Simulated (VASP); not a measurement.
Set up this calculation in VASP 6.6.1, as the native input.

```
Task                   : single point
Functional             : PBEsol
Potentials or basis    : VASP PAW PBE potentials, release 64 (La, Ru_pv)
Cutoff                 : 520 eV
k mesh                 : 8 × 8 × 8
Occupations            : gaussian, width 0.05 eV
Spin                   : no spin polarisation
Dipole correction      : no
Further INCAR settings : ALGO = Normal; EDIFF = 1e-06; NBANDS = 34
```

The structure of LaRu3 lies in POSCAR:

```
LaRu3
1.0
    0.0000000000      3.2255245085      3.2255245085
    3.2255245085      0.0000000000      3.2255245085
    3.2255245085      3.2255245085      0.0000000000
La Ru
1 3
Direct
    0.0000000000      0.0000000000      0.0000000000
    0.5000000000      0.5000000000      0.5000000000
    0.2500000000      0.2500000000      0.2500000000
    0.7500000000      0.7500000000      0.7500000000
```

The cell comes from a database or a generator and needn't be the stable form of this composition.

One way to write it, as run:

INCAR

```
SYSTEM = LaRu3
  ALGO = Normal
  EDIFF = 1E-6
  ENCUT = 520
  GGA = PS
  ISIF = 2
  ISMEAR = 0
  LASPH = .True.
  LCHARG = .False.
  LREAL = .False.
  LWAVE = .False.
  NBANDS = 34
  NELM = 100
  PREC = Accurate
  SIGMA = 0.05
```

KPOINTS

```
k-points
0
Gamma
  8 8 8
  0 0 0
```

Potentials or basis: VASP PAW PBE potentials, release 64 (La, Ru_pv).

Run with:

```console
$ cat potpaw_PBE.64/La/POTCAR potpaw_PBE.64/Ru_pv/POTCAR > POTCAR
$ mpirun -np 1 vasp_std > vasp.out
```

It gave:

```yaml
Pressure: -0.7 GPa
Band_gap_on_the_k_mesh: none (metal or under the smearing width)
```

Caveat: the PAW data sets were made with another functional, which shifts forces and pressure a little.

It took 84 s on 1 thread of Intel(R) Xeon(R) Platinum 8375C CPU @ 2.90GHz (Ice Lake) (shared host), peak memory 0.24 GiB.
